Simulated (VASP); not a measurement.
An input for Quantum ESPRESSO's pw.x (written as the equivalent of a VASP run, and not itself run):

```
&CONTROL
  calculation = 'scf'
  pseudo_dir = './pseudo'
  outdir = './out'
  tprnfor = .true.
  tstress = .true.
/
&SYSTEM
  ibrav = 0
  nat = 2
  ntyp = 2
  ecutwfc = 84
  occupations = 'smearing'
  smearing = 'gaussian'
  degauss = 0.003675
  input_dft = 'pbe'
/
&ELECTRONS
  conv_thr = 7.3e-08
  electron_maxstep = 100
/
ATOMIC_SPECIES
  Sr 87.620 Sr.upf
  O 15.999 O.upf
CELL_PARAMETERS angstrom
     0.0000000    2.6237760    2.6426050
     2.5326260    0.0000000    2.6426050
     2.5326260    2.6237760    0.0000000
ATOMIC_POSITIONS crystal
  Sr   0.0000000  0.0000000  0.0000000
  O    0.4868750  0.5131250  0.5131250
K_POINTS automatic
  8 8 8 0 0 0
```

**Question.** Write the VASP files for the same calculation (PBE).

**Answer.** One answer among several that fit: 
File KPOINTS:
```
Automatic mesh
0
gamma
8 8 8
0 0 0
```

### POSCAR
```
SrO
2.6426050
  0.0000000000   0.9928748337   1.0000000000
  0.9583823538   0.0000000000   1.0000000000
  0.9583823538   0.9928748337   0.0000000000
Sr O
1 1
Cartesian
  0.0000000000   0.0000000000   0.0000000000
  0.9835398906   0.9928748337   1.0000000000
```

### INCAR
```
ALGO  =  Normal
EDIFF  =  1E-6
ENCUT  =  325
GGA  =  PE
ISIF  =  2
ISMEAR  =  0
LASPH  =  T
LCHARG  =  F
LMAXMIX  =  4
LREAL  =  F
LWAVE  =  F
NELM  =  100
PREC  =  Accurate
SIGMA  =  0.05
SYSTEM  =  SrO
```

POTCAR, in this order: Sr_sv O (PBE.64 set). Program: vasp_std.

What does not carry over: the potentials are each code's own (VASP's PAW set, PseudoDojo norm-conserving files in pw.x), so ENCUT and ecutwfc are chosen apart and not converted; conv_thr bounds pw.x's estimated SCF error, while EDIFF bounds the energy change between steps.

The compound is SrO in the rock salt structure. The cell was not relaxed at this level, atoms are displaced from their ideal sites. The run is one of a series of settings (ENCUT = 325 against the base run), some of them coarse on purpose.
